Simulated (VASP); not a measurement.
Output of a VASP run:

**OSZICAR**
```
       N       E                     dE             d eps       ncg     rms          rms(c)
DAV:   1     0.431577747588E+02    0.43158E+02   -0.44751E+03  2688   0.101E+03
DAV:   2    -0.968768860960E+01   -0.52845E+02   -0.51131E+02  2664   0.213E+02
DAV:   3    -0.102432798181E+02   -0.55559E+00   -0.55545E+00  3936   0.293E+01
DAV:   4    -0.102460556901E+02   -0.27759E-02   -0.27756E-02  3264   0.143E+00
DAV:   5    -0.102460721287E+02   -0.16439E-04   -0.16439E-04  4072   0.699E-02    0.205E+01
DAV:   6    -0.978306195681E+01    0.46301E+00   -0.79499E-01  3152   0.127E+01    0.888E+00
DAV:   7    -0.966986680428E+01    0.11320E+00   -0.32775E-01  3464   0.754E+00    0.150E+00
DAV:   8    -0.966314962840E+01    0.67172E-02   -0.23733E-03  2952   0.798E-01    0.466E-01
DAV:   9    -0.966206945839E+01    0.10802E-02   -0.10499E-03  3560   0.561E-01    0.305E-02
DAV:  10    -0.966207097275E+01   -0.15144E-05   -0.62830E-06  3648   0.277E-02    0.452E-03
DAV:  11    -0.966207143476E+01   -0.46201E-06   -0.22727E-07  2184   0.504E-03
   1 F= -.60535347E+01 E0= -.60535134E+01  d E =-.605353E+01
```

### OUTCAR
```
------------------------ aborting loop because EDIFF is reached ----------------------------------------
  FORCE on cell =-STRESS in cart. coord.  units (eV):
  Direction    XX          YY          ZZ          XY          YZ          ZX
  --------------------------------------------------------------------------------------
  Total        3.6123331      3.6123331      3.6123331      0.0000000     -0.0000000      0.0000000
  in kB      450.4734219    450.4734219    450.4734219      0.0000000     -0.0000000      0.0000000
  external PRESSURE =       0.4734219 kB  Pullay stress =     450.0000000 kB
  volume of cell :       12.85
      direct lattice vectors                 reciprocal lattice vectors
     0.000000000  1.858944397  1.858944397    -0.268969852  0.268969852  0.268969852
     1.858944397  0.000000000  1.858944397     0.268969852 -0.268969852  0.268969852
     1.858944397  1.858944397  0.000000000     0.268969852  0.268969852 -0.268969852
 POSITION                                       TOTAL-FORCE (eV/Angst)
 -----------------------------------------------------------------------------------
      0.00000      0.00000      0.00000         0.000000     -0.000000      0.000000
 -----------------------------------------------------------------------------------
    total drift:                               -0.000000     -0.000000     -0.000000
  FREE ENERGIE OF THE ION-ELECTRON SYSTEM (eV)
  ---------------------------------------------------
  free  energy   TOTEN  =        -9.6620714348 eV

  energy  without entropy=       -9.6620075646  energy(sigma->0) =       -9.66205014
  enthalpy is  TOTEN    =        -6.0535347357 eV   P V=        3.6085366990

 reached required accuracy - stopping structural energy minimisation
```
(Selected blocks of OUTCAR.)

POSCAR:
```
Ir
1
    0.0000000000     1.8589443972     1.8589443972
    1.8589443972     0.0000000000     1.8589443972
    1.8589443972     1.8589443972     0.0000000000
Ir
1
Direct
  0.0000000000   0.0000000000   0.0000000000
```

Question: Write an INCAR and KPOINTS that could have produced this output.

Answer: This is not unique; one that fits is the input of the run itself, PBEsol GGA, plane waves, VASP's PBE PAW potentials (set 64).

INCAR:
```
# general
SYSTEM  = Ir
PREC    = Accurate
ENCUT   = 500
LREAL   = .FALSE.
LASPH   = .TRUE.

# electronic loop
EDIFF   = 1E-6
NELM    = 100
ALGO    = Normal
LMAXMIX = 6

# smearing
ISMEAR  = 1
SIGMA   = 0.1

# functional
GGA     = PS

# ions
IBRION  = 2
NSW     = 40
ISIF    = 3
EDIFFG  = -0.02
PSTRESS = 450

# output
LWAVE   = .FALSE.
LCHARG  = .FALSE.
```

KPOINTS:
```
Automatic mesh
0
Gamma
17 17 17
0 0 0
```

POTCAR, in this order: Ir (PBE.64 set). Program: vasp_std.

The compound is Ir in the fcc structure. It was relaxed first under an external pressure of 45 GPa.
